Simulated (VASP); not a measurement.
Method: PBE GGA, VASP's PBE PAW potentials (set 64) (plane waves; VASP).

The input files of a VASP run:

### POSCAR
```
CoAl
1.0
  2.8498343040   0.0000000000   0.0000000000
  0.0000000000   2.8498343040   0.0000000000
  0.0000000000   0.0000000000   2.8498343040
Al Co
1 1
Direct
  0.5000000000   0.5000000000   0.5000000000
  0.0000000000   0.0000000000   0.0000000000
```

### KPOINTS
```
Automatic mesh
0
Gamma
13 13 13
0 0 0
```

INCAR:
```
ALGO  =  Normal
EDIFF  =  1E-6
EDIFFG  =  -0.02
ENCUT  =  500
GGA  =  PE
IBRION  =  2
ISIF  =  3
ISMEAR  =  1
LASPH  =  .TRUE.
LCHARG  =  .FALSE.
LMAXMIX  =  4
LREAL  =  .FALSE.
LWAVE  =  .FALSE.
NELM  =  100
NSW  =  40
PREC  =  Accurate
SIGMA  =  0.1
SYSTEM  =  CoAl
```

POTCAR, in this order: Al Co (PBE.64 set). Program: vasp_std.

Output of the run:

OSZICAR:
```
       N       E                     dE             d eps       ncg     rms          rms(c)
DAV:   1     0.367402494906E+02    0.36740E+02   -0.53035E+03  1696   0.123E+03
DAV:   2    -0.123920566093E+02   -0.49132E+02   -0.46609E+02  1686   0.191E+02
DAV:   3    -0.136377858772E+02   -0.12457E+01   -0.12358E+01  2008   0.400E+01
DAV:   4    -0.136608986507E+02   -0.23113E-01   -0.23104E-01  2004   0.492E+00
DAV:   5    -0.136616453529E+02   -0.74670E-03   -0.74668E-03  1966   0.877E-01    0.126E+01
DAV:   6    -0.164674620226E+02   -0.28058E+01   -0.73202E+01  1902   0.127E+02    0.177E+01
DAV:   7    -0.120075968291E+02    0.44599E+01   -0.32941E+01  1858   0.814E+01    0.184E+00
DAV:   8    -0.120031796203E+02    0.44172E-02   -0.22784E-01  1750   0.420E+00    0.120E+00
DAV:   9    -0.119890185518E+02    0.14161E-01   -0.46369E-02  2024   0.307E+00    0.315E-01
DAV:  10    -0.119885244443E+02    0.49411E-03   -0.13401E-03  2142   0.504E-01    0.136E-01
DAV:  11    -0.119885119301E+02    0.12514E-04   -0.26521E-05  1940   0.477E-02    0.212E-02
DAV:  12    -0.119885091992E+02    0.27308E-05   -0.12423E-05  1938   0.490E-02    0.535E-03
DAV:  13    -0.119885091389E+02    0.60311E-07   -0.24253E-07   888   0.463E-03
   1 F= -.11988509E+02 E0= -.11988489E+02  d E =-.119885E+02
       N       E                     dE             d eps       ncg     rms          rms(c)
DAV:   1    -0.119905421649E+02   -0.20330E-02   -0.28919E-02  1804   0.294E+00    0.404E-01
DAV:   2    -0.119940082077E+02   -0.34660E-02   -0.89421E-02  1904   0.435E+00    0.584E-01
DAV:   3    -0.119885497979E+02    0.54584E-02   -0.39169E-02  1906   0.294E+00    0.610E-02
DAV:   4    -0.119884981419E+02    0.51656E-04   -0.17418E-04  1692   0.136E-01    0.121E-02
DAV:   5    -0.119884970195E+02    0.11224E-05   -0.10574E-05  2278   0.401E-02    0.355E-03
DAV:   6    -0.119884974608E+02   -0.44131E-06   -0.21190E-07   858   0.733E-03
   2 F= -.11988497E+02 E0= -.11988488E+02  d E =0.116781E-04
```

**OUTCAR**
```
------------------------ aborting loop because EDIFF is reached ----------------------------------------
  FORCE on cell =-STRESS in cart. coord.  units (eV):
  Direction    XX          YY          ZZ          XY          YZ          ZX
  --------------------------------------------------------------------------------------
  Total       -0.0392358     -0.0392358     -0.0392358     -0.0000000      0.0000000     -0.0000000
  in kB       -2.7073551     -2.7073551     -2.7073551     -0.0000000      0.0000000     -0.0000000
  external PRESSURE =      -2.7073551 kB  Pullay stress =       0.0000000 kB
  volume of cell :       23.22
      direct lattice vectors                 reciprocal lattice vectors
     2.852873971 -0.000000000 -0.000000000     0.350523721  0.000000000 -0.000000000
    -0.000000000  2.852873971 -0.000000000     0.000000000  0.350523721 -0.000000000
     0.000000000  0.000000000  2.852873971     0.000000000  0.000000000  0.350523721
 POSITION                                       TOTAL-FORCE (eV/Angst)
 -----------------------------------------------------------------------------------
      1.42644      1.42644      1.42644        -0.000000     -0.000000      0.000000
      0.00000      0.00000      0.00000         0.000000      0.000000      0.000000
 -----------------------------------------------------------------------------------
    total drift:                               -0.000000      0.000000      0.000000
  FREE ENERGIE OF THE ION-ELECTRON SYSTEM (eV)
  ---------------------------------------------------
  free  energy   TOTEN  =       -11.9884974608 eV

  energy  without entropy=      -11.9884683030  energy(sigma->0) =      -11.98848774

 reached required accuracy - stopping structural energy minimisation
```
(Selected blocks of OUTCAR.)

### CONTCAR
```
CoAl
   1.00000000000000
     2.8528739707566864   -0.0000000000000000   -0.0000000000000000
    -0.0000000000000000    2.8528739707566864   -0.0000000000000000
     0.0000000000000000    0.0000000000000000    2.8528739707566864
  Al              Co
     1     1
Direct
     0.5000000000000000    0.5000000000000000    0.5000000000000000
     0.0000000000000000    0.0000000000000000    0.0000000000000000
```

The compound is CoAl in the CsCl type structure. This run relaxes it. Symmetry was kept, so distortions that lower it aren't found. The run is not spin-polarised, so no magnetic state was tried.
